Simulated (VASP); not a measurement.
Data:

```
CSi
1.0
    1.53757    -2.66315     0.00000
    1.53757     2.66315     0.00000
    0.00000     0.00000     5.04814
Si C
2 2
Direct
  0.66667   0.33333   0.49960
  0.33333   0.66667   0.99960
  0.66667   0.33333   0.87540
  0.33333   0.66667   0.37540
```

These are AM05 GGA, VASP's PBE PAW potentials (set 64) (plane waves; VASP) values and carry that method's errors. Settings: 520 eV cut-off, 9×9×5 Γ-centred mesh, tetrahedra with Blöchl corrections, potentials Si C.

What does the run give for the energy per atom (σ→0), band gap (on the k-mesh) with the smallest direct gap where there is one?

| Quantity | Value |
|---|---|
| band gap (on the k-mesh) | 2.13 eV |
| smallest direct gap (on the k-mesh) | 3.91 eV |
| energy per atom (σ→0) | -7.791 eV/atom |

Total energies compare only between runs with the same potentials, cut-off and functional.

The compound is SiC in the wurtzite structure, the rare 2H polytype. It was relaxed first.
